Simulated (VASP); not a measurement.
Level of theory: PBE GGA, VASP's PBE PAW potentials (set 64) (plane waves; VASP).

A VASP calculation is set up with these files.

INCAR:
```
! general
SYSTEM =CuAu
PREC   =Accurate
ENCUT  =400
LREAL  =F
LASPH  =T

! electronic loop
EDIFF  =1E-6   ! SCF stop (eV)
NELM   =100
ALGO   =Normal
LMAXMIX=6   ! l cut-off of mixed one-centre charges

! smearing
ISMEAR =0   ! Gaussian
SIGMA  =0.05   ! width (eV)

! functional
GGA    =PE   ! PBE

! ions
ISIF   =2

! output
LWAVE  =F
LCHARG =F
```

KPOINTS:
```
kpoints
0
gamma
  11 11 9
0 0 0
```

**POSCAR**
```
CuAu
3.74340
  0.7629427793   0.0000000000   0.0000000000
  0.0000000000   0.7629427793   0.0000000000
  0.0000000000   0.0000000000   1.0000000000
Cu Au
1 1
Cart
  0.0000000000   0.0000000000   0.0000000000
  0.3814713896   0.3814713896   0.5000000000
```

POTCAR, in this order: Cu Au (PBE.64 set). Program: vasp_std.

Unless said otherwise, spin-orbit coupling is left out, though it shifts the bands of the heavy elements here.

Problem. Predict the energy per atom (σ→0), pressure, band gap (on the k-mesh).

Solution. 
```
Quantity                                                     Value
------------------------  ----------------------------------------
energy per atom (σ→0)                               -3.532 eV/atom
band gap (on the k-mesh)  none (metal, semimetal or under 0.01 eV)
pressure                                                -25.6 kbar
```

OSZICAR:
```
...
DAV:   7    -0.710869448787E+01    0.43473E+00   -0.31779E+00  3958   0.896E+01    0.509E+00
DAV:   8    -0.707051250165E+01    0.38182E-01   -0.22900E-01  4480   0.113E+01    0.258E+00
DAV:   9    -0.706427830146E+01    0.62342E-02   -0.21735E-02  4906   0.349E+00    0.141E-01
DAV:  10    -0.706386311691E+01    0.41518E-03   -0.33240E-03  4526   0.854E-01    0.792E-02
DAV:  11    -0.706387143350E+01   -0.83166E-05   -0.13334E-04  4863   0.317E-01    0.430E-02
DAV:  12    -0.706386199207E+01    0.94414E-05   -0.31079E-05  4128   0.190E-01    0.224E-03
DAV:  13    -0.706386188892E+01    0.10315E-06   -0.75341E-07  1967   0.123E-02
   1 F= -.70638619E+01 E0= -.70636403E+01  d E =-.443080E-03
```

The compound is CuAu in the L1_0 structure. The cell was not relaxed at this level. The run is one of a series of settings (ISMEAR = 0, SIGMA = 0.05 against the base run), some of them coarse on purpose.
